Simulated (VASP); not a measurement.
```
CaS
1.0
    0.00000     2.90190     2.90190
    2.90190     0.00000     2.90190
    2.90190     2.90190     0.00000
Ca S
1 1
Direct
  0.00000   0.00000   0.00000
  0.50000   0.50000   0.50000
```

These are PBE GGA, VASP's PBE PAW potentials (set 64) (plane waves; VASP) values and carry that method's errors. Run with 400 eV cut-off, 6×6×6 Γ-centred mesh, Gaussian smearing of 0.050 eV, potentials Ca_sv S.

Problem. Estimate the energy per atom (σ→0), pressure, band gap (on the k-mesh) with the smallest direct gap where there is one.

Solution. 
| Property | Value |
|---|---|
| band gap (on the k-mesh) | 2.47 eV |
| smallest direct gap (on the k-mesh) | 3.24 eV |
| energy per atom (σ→0) | -5.174 eV/atom |
| pressure | -2.33 GPa |

The compound is CaS in the rock salt structure. The cell was not relaxed at this level.
